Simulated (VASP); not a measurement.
Input:

```yaml
crystal:
  lattice:
    - [0.00000, 2.93793, 2.93793]
    - [2.93793, 0.00000, 2.93793]
    - [2.93793, 2.93793, 0.00000]
  atoms:
    - { symbol: Eu, position: [0.00000, 0.00000, 0.00000] }
    - { symbol: S, position: [0.50000, 0.50000, 0.50000] }
```

These are PBE GGA, VASP's PBE PAW potentials (set 64) (plane waves; VASP) values and carry that method's errors. Settings: 400 eV cut-off, 7×7×7 Γ-centred mesh, Gaussian smearing of 0.050 eV, potentials Eu_2 S.

The 4f electrons are frozen in the core of the lanthanide potential, so 4f levels, which can set the real gap, and their magnetism are missing.

### Question
Estimate the energy per atom (σ→0).

### Answer

```json
{
  "energy per atom (σ→0)": "-5.319 eV/atom"
}
```

Only differences to runs with the same potentials and settings are physical.

The compound is EuS in the rock salt structure. It was relaxed first. The start is the result of an earlier pass.
